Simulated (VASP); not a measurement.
An input for Quantum ESPRESSO's pw.x (written as the equivalent of a VASP run, and not itself run):

```
&CONTROL
  calculation = 'vc-relax'
  pseudo_dir = './pseudo'
  outdir = './out'
  tprnfor = .true.
  tstress = .true.
  nstep = 60
  forc_conv_thr = 0.00039
/
&SYSTEM
  ibrav = 0
  nat = 2
  ntyp = 2
  ecutwfc = 88
  occupations = 'smearing'
  smearing = 'gaussian'
  degauss = 0.003675
  input_dft = 'pw91'
/
&ELECTRONS
  conv_thr = 7.3e-08
  electron_maxstep = 100
/
&IONS
/
&CELL
/
ATOMIC_SPECIES
  Na 22.990 Na.upf
  H 1.008 H.upf
CELL_PARAMETERS angstrom
     0.0000000    2.4400000    2.4400000
     2.4400000    0.0000000    2.4400000
     2.4400000    2.4400000    0.0000000
ATOMIC_POSITIONS crystal
  Na   0.0000000  0.0000000  0.0000000
  H    0.5000000  0.5000000  0.5000000
K_POINTS automatic
  8 8 8 0 0 0
```

### Question
Translate this input to VASP (INCAR, KPOINTS, POSCAR, choice of POTCAR).

### Answer
This is not unique; one that fits is 
**INCAR**
```
SYSTEM  =  NaH
PREC  =  Accurate; ENCUT  =  520; LREAL  =  .FALSE.
LASPH  =  .TRUE.
EDIFF  =  1E-6; NELM  =  100; ALGO  =  Normal
ISMEAR  =  0; SIGMA  =  0.05
GGA  =  91
IBRION  =  2; NSW  =  60; ISIF  =  3
EDIFFG  =  -0.01
LWAVE  =  .FALSE.; LCHARG  =  .FALSE.
```

### POSCAR
```
NaH
1.0
  0.0000000000   2.4400000000   2.4400000000
  2.4400000000   0.0000000000   2.4400000000
  2.4400000000   2.4400000000   0.0000000000
Na H
1 1
Cart
  0.0000000000   0.0000000000   0.0000000000
  2.4400000000   2.4400000000   2.4400000000
```

**KPOINTS**
```
Automatic mesh
0
Gamma
 8 8 8
```

POTCAR, in this order: Na_pv H (PBE.64 set). Program: vasp_std.

The two are equivalent in intent, not identical: the potentials are each code's own (VASP's PAW set, PseudoDojo norm-conserving files in pw.x), so ENCUT and ecutwfc are chosen apart and not converted; conv_thr bounds pw.x's estimated SCF error, while EDIFF bounds the energy change between steps; forc_conv_thr acts on force components and is met together with etot_conv_thr.

The compound is NaH in the rock salt structure. This run relaxes it. Symmetry was kept, so distortions that lower it aren't found.
